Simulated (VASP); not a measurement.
Output of a VASP run:

File OSZICAR:
```
       N       E                     dE             d eps       ncg     rms          rms(c)
DAV:   1     0.419193940264E+03    0.41919E+03   -0.22359E+04  1448   0.284E+03
DAV:   2     0.318608811453E+02   -0.38733E+03   -0.38085E+03  1552   0.619E+02
DAV:   3    -0.239924364701E+02   -0.55853E+02   -0.55002E+02  1704   0.199E+02
DAV:   4    -0.261559384217E+02   -0.21635E+01   -0.21613E+01  1664   0.432E+01
DAV:   5    -0.262102675772E+02   -0.54329E-01   -0.54323E-01  1776   0.702E+00    0.116E+01
DAV:   6    -0.226160338648E+02    0.35942E+01   -0.23230E+01  2432   0.523E+01    0.474E+00
DAV:   7    -0.226162320762E+02   -0.19821E-03   -0.21916E+00  1616   0.988E+00    0.253E+00
DAV:   8    -0.226182089828E+02   -0.19769E-02   -0.54117E-01  2064   0.540E+00    0.101E+00
DAV:   9    -0.225972206332E+02    0.20988E-01   -0.15496E-01  2240   0.397E+00    0.249E-01
DAV:  10    -0.225991530589E+02   -0.19324E-02   -0.17273E-02  2064   0.124E+00    0.192E-01
DAV:  11    -0.225983207891E+02    0.83227E-03   -0.50181E-03  2240   0.700E-01    0.253E-02
DAV:  12    -0.225983839547E+02   -0.63166E-04   -0.59573E-04  1536   0.153E-01    0.381E-02
DAV:  13    -0.225983766234E+02    0.73312E-05   -0.60848E-05  2088   0.880E-02    0.537E-03
DAV:  14    -0.225983764090E+02    0.21442E-06   -0.52773E-06  1672   0.186E-02    0.440E-03
DAV:  15    -0.225983767317E+02   -0.32266E-06   -0.64812E-07  1856   0.629E-03    0.120E-03
DAV:  16    -0.225983769268E+02   -0.19509E-06   -0.42338E-08   928   0.179E-03    0.568E-04
DAV:  17    -0.225983769819E+02   -0.55092E-07   -0.37652E-08   832   0.176E-03
   1 F= -.20548717E+02 E0= -.20548403E+02  d E =-.205487E+02
```

File OUTCAR:
```
------------------------ aborting loop because EDIFF is reached ----------------------------------------
  FORCE on cell =-STRESS in cart. coord.  units (eV):
  Direction    XX          YY          ZZ          XY          YZ          ZX
  --------------------------------------------------------------------------------------
  Total        2.0712007      2.0712007      2.0408599      0.0000000      0.0000000      0.0000000
  in kB       50.5254786     50.5254786     49.7853372      0.0000000      0.0000000      0.0000000
  external PRESSURE =       0.2787648 kB  Pullay stress =      50.0000000 kB
  volume of cell :       65.68
      direct lattice vectors                 reciprocal lattice vectors
     3.795141638  0.000000000  0.000000000     0.263494777  0.000000000  0.000000000
     0.000000000  3.795141638  0.000000000     0.000000000  0.263494777  0.000000000
     0.000000000  0.000000000  4.560015801     0.000000000  0.000000000  0.219297486
 POSITION                                       TOTAL-FORCE (eV/Angst)
 -----------------------------------------------------------------------------------
      1.89757      0.00000      3.39402        -0.000000      0.000000     -0.000764
      0.00000      1.89757      1.16600        -0.000000     -0.000000      0.000764
      1.89757      1.89757      0.00000         0.000000     -0.000000      0.000000
      0.00000      0.00000      0.00000        -0.000000      0.000000      0.000000
 -----------------------------------------------------------------------------------
    total drift:                                0.000000      0.000000     -0.000000
  FREE ENERGIE OF THE ION-ELECTRON SYSTEM (eV)
  ---------------------------------------------------
  free  energy   TOTEN  =       -22.5983769819 eV

  energy  without entropy=      -22.5977474534  energy(sigma->0) =      -22.59806222
  enthalpy is  TOTEN    =       -20.5487173532 eV   P V=        2.0496596287

 reached required accuracy - stopping structural energy minimisation
```
(Selected blocks of OUTCAR.)

File POSCAR:
```
SnO
1
    3.7951416382     0.0000000000     0.0000000000
    0.0000000000     3.7951416382    -0.0000000000
    0.0000000000    -0.0000000000     4.5600158008
Sn O
2 2
Direct
  0.5000000000   1.0000000000   0.7442990050
  0.0000000000   0.5000000000   0.2557009950
  0.5000000000   0.5000000000   1.0000000000
  0.0000000000   0.0000000000   0.0000000000
```

**Question.** Reconstruct the remaining input files.

**Answer.** Several could match; the one computed here: the input of the run itself, PBE GGA, plane waves, VASP's PBE PAW potentials (set 64).

### INCAR
```
SYSTEM = SnO
PREC = Accurate
ENCUT = 600
EDIFF = 1E-7
NELM = 100
ALGO = Normal
LREAL = .FALSE.
LASPH = .TRUE.
ISMEAR = 0
SIGMA = 0.05
GGA = PE
LMAXMIX = 4
LWAVE = .FALSE.
LCHARG = .FALSE.
ISIF = 3
IBRION = 2
NSW = 40
EDIFFG = -0.01
PSTRESS = 50
```

**KPOINTS**
```
Regular mesh
0
gamma
  6 6 4
```

POTCAR, in this order: Sn_d O (PBE.64 set). Program: vasp_std.

Without a dispersion term in the relaxation, distances and binding between the weakly bound layers, chains or molecules are unreliable, and so is what depends on them.

The compound is SnO in the litharge structure. It was relaxed first under an external pressure of 5 GPa. The k-mesh is coarse (spacing up to 0.34 per Å, 2π included), so the numbers may not be converged in it.
